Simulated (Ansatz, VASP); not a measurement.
# PtS2 in two plane-wave programs, part 2 of 2

One calculation is typed for both programs; each brings its own data sets. How far apart do they land? The cell is taken from a series of runs on this material, whose earlier steps may have relaxed, scaled, displaced or heated it; both programs get it as it stands.

VASP 6.6.1 and Ansatz 0.2.0.

So far: Set-up; VASP: zone-centre phonons, PBE, pair 1.

### 3. Ansatz: zone-centre phonons, PBE, pair 1

Level of this step: Ansatz beside VASP: Kohn-Sham DFT, plane waves, PBE (Ansatz).

Ansatz runs on its PAW soft_1 files.

The same cell, functional, mesh and smearing now go to Ansatz, which takes its cutoff from its data sets.

Contents of input.yaml:

```yaml
crystal:
  lattice:
    - [3.6246484258, 0.0, 0.0]
    - [-1.8123242129, 3.1390376165, 0.0]
    - [0.0, 0.0, 30.0]
  atoms:
    - { symbol: Pt, position: [0.3333333333, 0.6666666667, 0.3333333333] }
    - { symbol: S, position: [0.6666666667, 0.3333333333, 0.3765065514] }
    - { symbol: S, position: [0.6666666667, 0.3333333333, 0.2901601153] }
  periodic: [true, true, false]
kpoints:
  mp_grid: { grid: [15, 15, 1] }
hamiltonian:
  xc: pbe
  pseudopotentials: { kind: paw, azcp: { folder: soft_1 } }
scf:
  occupations: { method: methfessel_paxton, width: 0.2 }
output:
  eigenvalues: true
phonons:
  method: dfpt
```

Started as:

```
$ ansatz run input.yaml --threads 4 --pin off --max-ram 16384MiB --backend cpu --events-out ev --progress --plain --runs-dir out
```

Numbers of over 12 decimals in the logs are rounded to 6 here.

What it wrote:

```text
Engine: ansatz 0.2.0, aarch64-unknown-linux-gnu
Pseudopotentials: kind: paw
Pseudopotential: Pt, paw, valence charge 18, recommended cutoff 420 eV (normal), soft_1/Pt.paw.azcp
Pseudopotential: S, paw, valence charge 6, recommended cutoff 420 eV (normal), soft_1/S.paw.azcp
Functional definition: PBE
  parameter kappa = 0.804
  parameter beta = 0.066725
  exchange = pbe_x(kappa = kappa, mu = beta*pi^2/3)
  correlation = pbe_c(beta = beta)
Crystal: 3 atoms, lattice volume = 341.337 Å³
Basis set: ecut = 420 eV, 6593 PW (Γ), exchange–correlation on 50×50×432 points (8 copies of the dense FFT grid, shifted against one another)
Bands: 19, of which v1, the nominal top of the filled ones, is band 15 counted from 1 (14 counted from 0)
Symmetry: 12 space group operations
k-points: 64 of 225 (irreducible under 2 space group operations, time reversal used)
Non-local potential: Pt, projectors of the file, l = 0: 3, l = 1: 2, l = 2: 2, l = 3: 1
Non-local potential: S, projectors of the file, l = 0: 2, l = 1: 2, l = 2: 1
PAW form: soft (Blöchl's): semilocal exchange-correlation on the pseudo side does not see the compensation charge
PAW one-centre angular grid: Pt, 590 points (default); XC on 64 Gauss nodes
PAW one-centre angular grid: S, 110 points (default); XC on 64 Gauss nodes
Initial density: superposition of atomic densities (neutral atoms: chi_scale 0, normalization atom)
Initial wavefunctions: pseudopotential atomic-orbital guess
Functional: x = pbe(κ = 0.804, μ = 0.219515), c = pbe(β = 0.066725)
SCF iter   1: F=—  HF=-14328.982742 eV  |F-HF|=—  |Δ(HF+E_count)|=         —  Δρ=3.51e-2  dr2=5.68e0  ethr=3.10e-3  ⟨swp⟩=15.4  Hψ=11667  notcnv=0
preconditioner: auto → LDOS  [metal: Δε(μ)=0.023 eV  Ē_g=8.422 eV  σ=0.200 eV  W_gap=0.10  n_scr=16 (ndim 8)  ℏωp=9.4 eV  f_vac=0.784  D(μ)=2.90/eV (n_scr^D=10)  β→1.0]
SCF iter   2: F=—  HF=-14328.182541 eV  |F-HF|=—  |Δ(HF+E_count)|=   8.00e-1  S|Δr|=    0.00e0  Δρ=9.57e-3  dr2=4.20e-1  ethr=3.10e-3  ⟨swp⟩=3.0  Hψ=3115  notcnv=0
SCF iter   3: F=—  HF=-14328.120298 eV  |F-HF|=—  |Δ(HF+E_count)|=   6.22e-2  S|Δr|=    0.00e0  Δρ=5.56e-3  dr2=1.33e-1  ethr=1.40e-3  ⟨swp⟩=3.8  Hψ=3343  notcnv=0
SCF iter   4: F=—  HF=-14328.091894 eV  |F-HF|=—  |Δ(HF+E_count)|=   2.84e-2  S|Δr|=    0.00e0  Δρ=9.54e-4  dr2=6.44e-3  ethr=4.43e-4  ⟨swp⟩=3.5  Hψ=3095  notcnv=0
SCF iter   5: F=—  HF=-14328.090779 eV  |F-HF|=—  |Δ(HF+E_count)|=   1.12e-3  S|Δr|=    0.00e0  Δρ=2.53e-4  dr2=1.35e-4  ethr=2.15e-5  ⟨swp⟩=3.4  Hψ=2796  notcnv=0
SCF iter   6: F=—  HF=-14328.090930 eV  |F-HF|=—  |Δ(HF+E_count)|=   1.52e-4  S|Δr|=    0.00e0  Δρ=3.87e-5  dr2=4.16e-6  ethr=4.50e-7  ⟨swp⟩=3.2  Hψ=2767  notcnv=0
SCF iter   7: F=—  HF=-14328.090944 eV  |F-HF|=—  |Δ(HF+E_count)|=   1.37e-5  S|Δr|=    0.00e0  Δρ=1.03e-5  dr2=3.90e-7  ethr=1.39e-8  ⟨swp⟩=3.6  Hψ=2987  notcnv=0
SCF iter   8: F=—  HF=-14328.091051 eV  |F-HF|=—  |Δ(HF+E_count)|=   1.07e-4  S|Δr|=    0.00e0  Δρ=2.60e-6  dr2=3.29e-8  ethr=1.30e-9  ⟨swp⟩=2.9  Hψ=2548  notcnv=0
SCF iter   9: F=—  HF=-14328.091051 eV  |F-HF|=—  |Δ(HF+E_count)|=   3.64e-8  S|Δr|=    0.00e0  Δρ=5.60e-7  dr2=1.26e-9  ethr=1.10e-10  ⟨swp⟩=3.6  Hψ=2795  notcnv=0
SCF iter  10: F=—  HF=-14328.091051 eV  |F-HF|=—  |Δ(HF+E_count)|=   1.49e-9  S|Δr|=    0.00e0  Δρ=1.52e-7  dr2=1.46e-10  ethr=4.19e-12  ⟨swp⟩=3.3  Hψ=2834  notcnv=0
SCF iter  11: F=-14328.091051 eV  HF=-14328.091051 eV  |F-HF|=4.37e-11  |Δ(HF+E_count)|=   2.10e-9  S|Δr|=    0.00e0  Δρ=3.13e-8  dr2=9.22e-12  ethr=1.00e-12  ⟨swp⟩=16.5  Hψ=12844  notcnv=0
SCF 1 converged in 11 iterations: F = -14328.091051 eV  dr2 = 9.22e-12
  greatest PAW one-centre occupation: 1.000 electrons in one spin orbital (limit 2), on the Pt atom at site 0 (counted from 0), in its partial waves of l = 0
DFPT response loops at Γ: preconditioner auto → none (partly filled bands, converged f_vac=0.787); β = 0.50; Broyden in place of MSR1
SCF converged after 11 iterations
Stability not checked: this state was not tested for a lower state beside it, because cold or Methfessel-Paxton smearing, or corrected tetrahedra, fill the levels in a way that the test cannot read (fill_not_monotonic; see scf.lower_state_search)
Free energy (F): -14328.091051 eV
Harris-Foulkes:  -14328.091051 eV  (|F-HF|=4.37e-11)
Internal energy: -14328.087442 eV  (E = F + TS)
E sigma→0 (E₀):  -14328.090149 eV
Entropy (-TS):   -0.003609 eV (-1.203 meV/atom)
Fermi energy:    -5.011930 eV
Step filling:    the computed levels leave a gap of 0.0000 eV = 0.0 smearing widths at the electron count; against every level under it full and every level over it empty, smearing changes F+E_penalty+E_count by -0.925 meV and its σ→0 estimate by -0.023 meV
--- Per-component energies (eV) ---
  E_band       = -791.446554
  E_kinetic    = 802.556561
  E_local      = -48282.704201  (includes V_loc(G=0)·N_el)
  E_nonlocal   = 272.928291
  E_hartree    = 23592.292994
  E_xc         = -406.786825
  E_vxc        = -432.341940  (∫ρ·V_xc dr)
  E_paw        = -10700.592187  (= ΣΔE_a)
  E_vpaw       = -336.472779  (= ΣTr[D̂ρ^β])
  E_aug_tail   = 0.001139  (compensation charges beyond the density's cutoff)
  E_ewald      = 20394.216785
  E_smearing   = -0.003609  (= −TS)
  E_closure    = -0.000000  (closes the sum)
  Σ components = -14328.091051   (vs F -14328.091051, Δ=0.00e0)
--- Band table (eV; the first three rows and the last of 64) ---
  k-point 0: bands = [... 11 lower, -7.1371, -5.9987, -4.8747, -4.8747, -4.4437, -4.4437, -2.7586, -0.5030]
  k-point 1: bands = [... 11 lower, -7.2042, -5.9750, -4.9750, -4.8165, -4.6262, -4.5419, -2.4925, -0.4441]
  k-point 2: bands = [... 11 lower, -7.4014, -5.9950, -5.1239, -5.0016, -4.8115, -4.6580, -1.8964, -0.2776]
  k-point 63: bands = [... 11 lower, -8.5769, -7.4235, -7.2869, -5.9728, -4.5268, -3.7078, -0.2884, 1.3015]
--- Phonons (Γ-DFPT): 4 representative perturbations + reference, on 64 of 225 k-points (Σ response iterations 22) ---
  k mesh reduced under 2 symmetry operations, with k and −k counted as one. Each operation leaves every solved perturbation unchanged. A smaller set is not used because it would not reduce the number of displacements times k-points to solve
  ASR residual: 7.718e-5 → 0.000e0 eV/Å²; symmetrization residual: 2.200e-5 eV/Å²
  ASR residual per site (eV/Å²): 7.72e-5 1.42e-5 1.42e-5
  Γ frequencies (cm⁻¹): -171.72 -171.72 0.00 0.00 0.00 54.72 122.02 122.02 277.01
  non-analytic LO–TO correction: not included (Born effective charges unavailable; polar crystals: no LO–TO splitting at Γ)
```

Reading the cycles: dr2 is the Hartree energy of the density residual (eV), the measure of convergence; HF is the Harris–Foulkes estimate of the energy, which meets the free energy F at convergence.

### 4. Comparison

Known differences besides the potentials themselves: Ansatz cuts the interaction across the vacuum, VASP repeats the sheet without a dipole correction; the data sets hold 30 valence electrons in Ansatz (on its PAW soft_1 files) and 22 in VASP; the cutoff is 420 eV in Ansatz and 500 eV in VASP. Total energies have different zeros and are not compared.

The two programs side by side:

```csv
quantity,Ansatz,VASP,difference
"optical mode 1 to 2 (imaginary, printed as negative) (cm⁻¹)",-171.7,-175.6,+3.9
optical mode 3 (cm⁻¹),54.7,53.3,+2.70 %
optical mode 4 to 5 (cm⁻¹),122.0,123.0,-0.79 %
optical mode 6 (cm⁻¹),277.0,274.3,+0.97 %
```

Modes are paired by rising frequency, not by their patterns, so a pair may set unlike modes beside each other; they are those without the splitting of longitudinal modes. Where the cell holds vacuum, a pressure given here is an average over it and none of the material.

### 5. VASP: zone-centre phonons, PBE, pair 2

Second derivatives magnify differences that forces hide, and they need a tight electronic threshold.

Contents of INCAR:

```
SYSTEM = PtS2
PREC = Accurate
ENCUT = 500
EDIFF = 1E-08
NELM = 120
ISMEAR = 1
SIGMA = 0.2
LREAL = .FALSE.
ALGO = Normal
GGA = PE
NBANDS = 17
LASPH = .TRUE.
LORBIT = 11
LWAVE = .FALSE.
LCHARG = .FALSE.
ISIF = 2
IBRION = 8
GGA_COMPAT = .FALSE.
NELMDL = -8
KPAR = 2
```

Contents of POSCAR:

```
PtS2
1.0
    3.6595008145      0.0000000000      0.0000000000
   -1.8297504072      3.1692206705      0.0000000000
    0.0000000000      0.0000000000     30.0000000000
Pt S
1 2
Direct
    0.3333333333      0.6666666667      0.3333333333
    0.6666666666      0.3333333334      0.3755555913
    0.6666666666      0.3333333334      0.2911110752
```

Contents of KPOINTS:

```
Automatic mesh
0
Gamma
15 15 1
0 0 0
```

Potentials, in the order of the species: Pt and S (PBE family, release 64).

Started as:

```
$ mpirun -np 2 vasp_std
```

What it wrote:

```text
[... set-up lines as in an earlier step ...]
 entering main loop
       N       E                     dE             d eps       ncg     rms          rms(c)
DAV:   1     0.173740327846E+03    0.17374E+03   -0.66182E+03   918   0.869E+02
DAV:   2     0.743883343433E+01   -0.16630E+03   -0.15588E+03  1494   0.159E+02
DAV:   3    -0.139352658220E+02   -0.21374E+02   -0.21097E+02  1147   0.725E+01
DAV:   4    -0.144231561698E+02   -0.48789E+00   -0.48602E+00  1301   0.128E+01
[...]
DAV:  27    -0.135783010295E+02   -0.19244E-06   -0.25065E-09   955   0.131E-04    0.136E-04
DAV:  28    -0.135783010856E+02   -0.56134E-07   -0.30424E-10   952   0.831E-05    0.139E-05
DAV:  29    -0.135783010934E+02   -0.78260E-08    0.26403E-10  1023   0.259E-05
   1 F= -.13578301E+02 E0= -.13577082E+02  d E =-.365736E-02
 Linear response reoptimize wavefunctions to high precision
DAV:   1    -0.135783011175E+02   -0.24095E-07    0.46783E-11   784   0.372E-05
DAV:   2    -0.135783011176E+02   -0.41837E-10    0.26302E-10   994   0.805E-06
 Linear response DOF=           4
 Linear response progress:
[...]
RMM:  12    -0.985790480795E-01   -0.32193E-07    0.43256E-08  7285   0.402E-05    0.751E-06
RMM:  13    -0.985790740847E-01   -0.26005E-07    0.34313E-08  6904   0.377E-05    0.298E-06
RMM:  14    -0.985790834706E-01   -0.93859E-08    0.31393E-08  7350   0.338E-05    0.144E-06
 first order change of Fermi-energy  -0.53199E-03
 force on displaced ion       2 direction 1 :   0.825  -0.011   0.004
 Linear response progress:
  Degree of freedom:   4/  4
       N       E                     dE             d eps       ncg     rms          rms(c)
RMM:   1    -0.139204379802E+00   -0.13920E+00   -0.18947E-03  2079   0.193E+00
RMM:   2    -0.137710080657E+00    0.14943E-02   -0.27549E-03  1549   0.323E-01    0.330E-01
RMM:   3    -0.137655287110E+00    0.54794E-04   -0.12268E-03  1641   0.176E-01    0.170E-01
RMM:   4    -0.137722810708E+00   -0.67524E-04   -0.14624E-03  1685   0.162E-01    0.164E-01
[...]
RMM:  17    -0.137282118377E+00    0.17422E-07   -0.91921E-09  1719   0.654E-05    0.300E-06
RMM:  18    -0.137282092233E+00    0.26144E-07   -0.28358E-08  1760   0.676E-05    0.297E-06
RMM:  19    -0.137282088529E+00    0.37049E-08    0.48092E-08  1718   0.535E-05    0.981E-07
 first order change of Fermi-energy  -0.18283E+01
 force on displaced ion       2 direction 3 :  -0.000  -0.000  -4.148
 Linear response finished
```

OUTCAR, selected parts (step 5):

```text
  Total       -1.4844671     -1.4844671     -0.1636366     -0.0000000      0.0000000      0.0000000
  in kB       -6.8357406     -6.8357406     -0.7535212     -0.0000000      0.0000000      0.0000000
  external PRESSURE =      -4.8083341 kB  Pullay stress =       0.0000000 kB

 POSITION                                       TOTAL-FORCE (eV/Angst)
 -----------------------------------------------------------------------------------
     -0.00000      2.11281     10.00000        -0.000000      0.000000      0.000000
      1.82975      1.05641     11.26667         0.000000     -0.000000     -0.053978
      1.82975      1.05641      8.73333        -0.000000     -0.000000      0.053978
 -----------------------------------------------------------------------------------
    total drift:                                0.000000     -0.000000      0.000037

[... 1 part as in an earlier step ...]

[... 1 further part left out ...]
```

### 6. Ansatz: zone-centre phonons, PBE, pair 2

The same cell, functional, mesh and smearing now go to Ansatz, which takes its cutoff from its data sets.

The cell is taken from a series of runs on this material, whose earlier steps may have relaxed, scaled, displaced or heated it; both programs get it as it stands.

input.yaml, the sections that differ from step 3:

```yaml
crystal:
  lattice:
    - [3.6595008145, 0.0, 0.0]
    - [-1.8297504072, 3.1692206705, 0.0]
    - [0.0, 0.0, 30.0]
  atoms:
    - { symbol: Pt, position: [0.3333333333, 0.6666666667, 0.3333333333] }
    - { symbol: S, position: [0.6666666667, 0.3333333333, 0.3755555914] }
    - { symbol: S, position: [0.6666666667, 0.3333333333, 0.2911110753] }
  periodic: [true, true, false]
# kpoints, hamiltonian, scf, output, phonons: as in step 3
```

Started as:

```
$ ansatz run input.yaml --threads 4 --pin off --max-ram 16384MiB --backend cpu --events-out ev --progress --plain --runs-dir out
```

What it wrote:

```text
[...]
Crystal: 3 atoms, lattice volume = 347.933 Å³
Basis set: ecut = 420 eV, 6749 PW (Γ), exchange–correlation on 50×50×432 points (8 copies of the dense FFT grid, shifted against one another)
Bands: 19, of which v1, the nominal top of the filled ones, is band 15 counted from 1 (14 counted from 0)
Symmetry: 12 space group operations
k-points: 64 of 225 (irreducible under 2 space group operations, time reversal used)
[...]
k-point 2: bands = [... 11 lower, -7.2675, -5.7863, -5.0246, -4.9665, -4.7611, -4.6094, -2.0442, -0.2908]
  k-point 63: bands = [... 11 lower, -8.4573, -7.4008, -7.1366, -5.9611, -4.3940, -3.6162, -0.2348, 1.2701]
[...]
ASR residual: 1.189e-4 → 0.000e0 eV/Å²; symmetrization residual: 2.152e-5 eV/Å²
  ASR residual per site (eV/Å²): 1.19e-4 9.42e-6 9.42e-6
  Γ frequencies (cm⁻¹): -196.26 -196.26 0.00 0.00 0.00 26.63 119.99 119.99 263.65
[...]
[key lines of the parts left out:]
SCF converged after 11 iterations
Free energy (F): -14328.065342 eV
Fermi energy:    -4.914717 eV
```

### 7. Side by side

What differs besides the data sets and the points named for the pairs above, as far as they apply: the data sets hold 30 valence electrons in Ansatz (on its PAW soft_1 files) and 22 in VASP. Total energies have different zeros and are not compared.

Both answers:

```csv
quantity,Ansatz,VASP,difference
"optical mode 1 to 2 (imaginary, printed as negative) (cm⁻¹)",-196.3,-199.3,+3.0
optical mode 3 (cm⁻¹),26.6,58.2,-31.6
optical mode 4 to 5 (cm⁻¹),120.0,126.0,-4.74 %
optical mode 6 (cm⁻¹),263.6,260.4,+1.26 %
```

Modes are paired by rising frequency, not by their patterns, so a pair may set unlike modes beside each other; they are those without the splitting of longitudinal modes. Where the cell holds vacuum, a pressure given here is an average over it and none of the material.

### 8. Summary of results

```json
{
  "r.m.s. difference of the optical zone-centre modes, each program's sorted by frequency (zone-centre phonons, PBE, pair 1)": "2.6 cm⁻¹",
  "difference in optical mode 3 (zone-centre phonons, PBE, pair 1)": "+2.7 %",
  "r.m.s. difference of the optical zone-centre modes, each program's sorted by frequency (zone-centre phonons, PBE, pair 2)": "14 cm⁻¹",
  "difference in optical mode 4 to 5 (zone-centre phonons, PBE, pair 2)": "-4.7 %"
}
```

What this shows: The r.m.s. difference of the optical zone-centre modes, each program's sorted by frequency is 2.6 cm⁻¹ (zone-centre phonons, PBE, pair 1). The data sets hold unlike numbers of valence electrons (30 in Ansatz and 22 in VASP), so part of the differences may come from the potentials. Among the rows given in per cent, the largest difference of the zone-centre phonons, PBE, pair 1 pair is in optical mode 3, +2.7 %. Among the rows given in per cent, the largest difference of the zone-centre phonons, PBE, pair 2 pair is in optical mode 4 to 5, -4.7 %. What causes the difference of the zone-centre phonons, PBE, pair 2 pair stays open here. Such differences can come from data sets, numerical settings and the points named under the comparisons, not from the functional's error against experiment.

[Lines on the potential files, build, host, timing and source positions are cut from VASP's logs without a mark.]

[Logs are printed without paths, hosts, clocks, repeated set-up lines and the standing remarks that a program may print on its own settings, such as how far it seeks lower states.]

[Hosts, paths, dates, database ids (printed as entryN), source tags and the programs' standing remarks are cut or masked in the printed files.]
